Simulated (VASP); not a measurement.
All values below come from PBE GGA with D4 dispersion, VASP's PBE PAW potentials (set 64) (plane waves; VASP 6.6.1).

The input files of a VASP run:

**POSCAR**
```
BaHfO3
1
    4.1826191443     0.0000000000     0.0000000000
    0.0000000000     4.1826191443     0.0000000000
    0.0000000000     0.0000000000     4.1826191443
Ba Hf O
1 1 3
Direct
  0.0000000000   0.0000000000   0.0000000000
  0.5000000000   0.5000000000   0.5000000000
  0.5000000000   0.0000000000   0.5000000000
  0.0000000000   0.5000000000   0.5000000000
  0.5000000000   0.5000000000   0.0000000000
```

### INCAR
```
ALGO=Normal
LMAXMIX=6
ENCUT=520
LWAVE=F
ISMEAR=0   # Gaussian
LCHARG=F
GGA=PE
LORBIT=11   # lm-projected
LREAL=F
LASPH=T   # aspherical one-centre terms
SIGMA=0.05   # width (eV)
NELM=100   # most electronic steps
ICHARG=11
EDIFF=1E-7
IVDW=13
PREC=Accurate
SYSTEM=BaHfO3
```

File KPOINTS:
```
k-points along high-symmetry lines
15
Line-mode
Reciprocal
  0.000000   0.000000   0.000000 ! GAMMA
  0.000000   0.500000   0.000000 ! X

  0.000000   0.500000   0.000000 ! X
  0.500000   0.500000   0.000000 ! M

  0.500000   0.500000   0.000000 ! M
  0.000000   0.000000   0.000000 ! GAMMA

  0.000000   0.000000   0.000000 ! GAMMA
  0.500000   0.500000   0.500000 ! R

  0.500000   0.500000   0.500000 ! R
  0.000000   0.500000   0.000000 ! X

  0.500000   0.500000   0.500000 ! R
  0.500000   0.500000   0.000000 ! M
```

POTCAR, in this order: Ba_sv Hf_pv O (PBE.64 set). Program: vasp_std. Read from the step before: CHGCAR.

The resulting files:

OUTCAR:
```
 ion  position               nearest neighbor table
   1  0.000  0.000  0.000-   3 2.96   4 2.96   5 2.96   3 2.96   4 2.96   4 2.96   5 2.96   4 2.96
                             3 2.96   5 2.96   3 2.96   5 2.96   2 3.62   2 3.62   2 3.62   2 3.62
   2  0.500  0.500  0.500-   3 2.09   4 2.09   5 2.09   5 2.09   3 2.09   4 2.09   1 3.62   1 3.62
                             1 3.62   1 3.62   1 3.62   1 3.62   1 3.62   1 3.62
   3  0.500  0.000  0.500-   2 2.09   2 2.09   1 2.96   1 2.96   1 2.96   1 2.96
   4  0.000  0.500  0.500-   2 2.09   2 2.09   1 2.96   1 2.96   1 2.96   1 2.96
   5  0.500  0.500  0.000-   2 2.09   2 2.09   1 2.96   1 2.96   1 2.96   1 2.96
  LATTYP: Found a simple cubic cell.
 ALAT       =     4.1826191443
 Subroutine PRICEL returns:
 Original cell was already a primitive cell.
 Subroutine GETGRP returns: Found 48 space group operations
The static configuration has the point symmetry O_h .
The dynamic configuration has the point symmetry O_h .
 Subroutine INISYM returns: Found 48 space group operations
   k-points           NKPTS =     90   k-points in BZ     NKDIM =     90   number of bands    NBANDS=     23
   number of dos      NEDOS =    301   number of ions     NIONS =      5
   total plane-waves  NPLWV =  32768
   dimension x,y,z NGX =    32 NGY =   32 NGZ =   32
   dimension x,y,z NGXF=    64 NGYF=   64 NGZF=   64
   ions per type =               1   1   3
   PREC   = accura    normal or accurate (medium, high low for compatibility)
   ISTART =      0    job   : 0-new  1-cont  2-samecut
   ICHARG =     11    charge: 1-file 2-atom 10-const
...
```

### OSZICAR
```
       N       E                     dE             d eps       ncg     rms          rms(c)
DAV:   1     0.228546559644E+03    0.22855E+03   -0.21254E+04  4140   0.160E+03
DAV:   2    -0.282042135841E+02   -0.25675E+03   -0.25174E+03  5340   0.347E+02
DAV:   3    -0.420521759855E+02   -0.13848E+02   -0.13810E+02  5552   0.740E+01
DAV:   4    -0.423381639304E+02   -0.28599E+00   -0.28585E+00  5856   0.103E+01
DAV:   5    -0.423440334221E+02   -0.58695E-02   -0.58690E-02  5799   0.107E+00
DAV:   6    -0.423441582644E+02   -0.12484E-03   -0.12484E-03  6028   0.130E-01
DAV:   7    -0.423441596751E+02   -0.14107E-05   -0.14107E-05  5832   0.127E-02
DAV:   8    -0.423441596943E+02   -0.19214E-07   -0.19176E-07  4137   0.127E-03
   1 F= -.43320572E+02 E0= -.43320572E+02  d E =-.196292E-21
```

### OUTCAR
```
 val. band max:        2.4172367781   @ k =   0.5000   0.5000   0.5000

 cond. band min:       5.9856620550   @ k =   0.0000   0.0000   0.0000



 k-point     1 :       0.0000    0.0000    0.0000
  band No.  band energies     occupation
      1     -26.4014      2.00000
      2     -26.4014      2.00000
      3     -26.4014      2.00000
      4     -22.8555      2.00000
      5     -14.2453      2.00000
      6     -13.7089      2.00000
      7     -13.7089      2.00000
      8      -7.9996      2.00000
      9      -7.9996      2.00000
     10      -7.9996      2.00000
     11       0.7384      2.00000
     12       0.7384      2.00000
     13       0.7384      2.00000
     14       1.4483      2.00000
     15       1.4483      2.00000
     16       1.4483      2.00000
     17       2.1933      2.00000
     18       2.1933      2.00000
     19       2.1933      2.00000
     20       5.9857      0.00000
     21       5.9857      0.00000
     22       5.9857      0.00000
     23       7.1043      0.00000

 k-point     2 :       0.0000    0.0357    0.0000
  band No.  band energies     occupation
      1     -26.4031      2.00000
      2     -26.4014      2.00000
      3     -26.4014      2.00000
      4     -22.8546      2.00000
      5     -14.2432      2.00000
      6     -13.7086      2.00000
      7     -13.7043      2.00000
      8      -7.9987      2.00000
      9      -7.9987      2.00000
     10      -7.9970      2.00000
     11       0.7166      2.00000
     12       0.7350      2.00000
     13       0.7350      2.00000
     14       1.4349      2.00000
     15       1.4349      2.00000
     16       1.4377      2.00000
     17       2.1545      2.00000
     18       2.1870      2.00000
     19       2.1870      2.00000
     20       5.9912      0.00000
     21       6.0181      0.00000
     22       6.0181      0.00000
     23       7.1263      0.00000

 k-point     3 :       0.0000    0.0714    0.0000
  band No.  band energies     occupation
...
```

The density is held fixed in this step, so its total energy and stress have no physical meaning. Unless said otherwise, spin-orbit coupling is left out, though it shifts the bands of the heavy elements here.

The compound is BaHfO3 in the cubic perovskite structure. It was relaxed first.
